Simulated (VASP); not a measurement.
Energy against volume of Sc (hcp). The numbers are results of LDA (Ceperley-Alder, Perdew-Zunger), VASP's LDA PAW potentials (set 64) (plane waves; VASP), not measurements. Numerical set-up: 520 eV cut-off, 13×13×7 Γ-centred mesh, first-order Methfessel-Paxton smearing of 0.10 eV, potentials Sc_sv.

Shape and ions are relaxed at each volume.

```tsv
V (Å³/atom)	E (eV/atom)
21.912	-6.71890
22.589	-6.72310
23.267	-6.71937
23.945	-6.70864
```

Fit these four points and predict the energy of the run at 21.234 Å³/atom.

A cubic in V^(−2/3), the third-order Birch-Murnaghan form, passes through the four points with V0 = 22.60 Å³/atom and B0 = 62 GPa, and gives -6.7057 eV/atom there. The run gave -6.7057 eV/atom, -0.0 meV/atom from the fit; all five points give B0 = 62 GPa.

The compound is Sc in the hcp structure. It was relaxed first, which changed the volume by -10 %.
